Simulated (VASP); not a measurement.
Input:

```
ZnF2
1.0
    4.70629     0.00000     0.00000
    0.00000     4.70629     0.00000
    0.00000     0.00000     3.13412
Zn F
2 4
Cartesian
  0.00000   0.00000   0.00000
  2.35314   2.35314   1.56706
  1.42601   1.42601   0.00000
  3.77915   0.92714   1.56706
  0.92714   3.77915   1.56706
  3.28028   3.28028   0.00000
```

Computed with r2SCAN meta-GGA, VASP's PBE PAW potentials (set 64) (plane waves; VASP). Run with PREC = Normal, EDIFF = 1E-5, 450 eV cut-off, 6×6×9 Γ-centred mesh, Gaussian smearing of 0.050 eV, potentials Zn F.

At this cut-off the stress carries a Pulay error, which pulls relaxed volumes low.

Task: Give the stress tensor in GPa (positive for a compressed cell).

Result: 
```
-2.42   0.00   0.00
 0.00  -2.42   0.00
 0.00   0.00  -2.20
```
The pressure is its mean diagonal, -2.35 GPa.

The compound is ZnF2 in the rutile structure. It was relaxed first.
